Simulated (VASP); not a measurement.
VASP input:

KPOINTS:
```
Automatic mesh
0
Gamma
10 10 5
0 0 0
```

**INCAR**
```
SYSTEM=TiS2
PREC=Accurate; ENCUT=520; LREAL=.False.
LASPH=.True.
EDIFF=1E-6; NELM=100; ALGO=Normal
LMAXMIX=4
ISMEAR=1; SIGMA=0.1
IBRION=2; NSW=60; ISIF=3
EDIFFG=-0.02
LWAVE=.False.; LCHARG=.False.
```

**POSCAR**
```
TiS2
1
    1.6554682877    -2.8673555250    -0.0000000000
    1.6554682877     2.8673555250     0.0000000000
    0.0000000000    -0.0000000000     5.4355355562
Ti S
1 2
Direct
  0.0000000000   0.0000000000   0.0000000000
  0.3333330000   0.6666670000   0.2620471397
  0.6666670000   0.3333330000   0.7379528603
```

POTCAR, in this order: Ti_sv S (LDA.64 set). Program: vasp_std.

Q: Write an equivalent input for Ansatz.

A: One equivalent input (not run):
Ansatz 0.2 input:
```yaml
crystal:
  lattice:
    - [1.6554683, -2.8673555, 0.0000000]
    - [1.6554683, 2.8673555, 0.0000000]
    - [0.0000000, 0.0000000, 5.4355356]
  atoms:
    - { symbol: Ti, position: [0.0000000, 0.0000000, 0.0000000] }
    - { symbol: S, position: [0.3333330, 0.6666670, 0.2620471] }
    - { symbol: S, position: [0.6666670, 0.3333330, 0.7379529] }
kpoints:
  mp_grid: { grid: [10, 10, 5] }
hamiltonian:
  xc: lda
  pseudopotentials: { kind: paw }
scf:
  occupations: { method: methfessel_paxton, width: 0.1 }
  max_iter: 100
relax:
  max_steps: 60
  f_tol: 0.02
  cell: {}
output: { forces: true, stress: true, eigenvalues: true }
```
Limits of the translation: each code has its own PAW files, so the cut-off isn't converted (ENCUT is set for VASP's; basis.ecutwfc is left out, and Ansatz then takes the one that its files recommend); Ansatz stops its SCF on the density residual and VASP on the energy change (EDIFF); Ansatz's lda is the Perdew-Wang form, while the LDA potentials of VASP carry Perdew-Zunger's.

The compound is TiS2 in the 1T layered structure. It was relaxed first, which changed the volume by -10 %. The start is the result of an earlier pass.
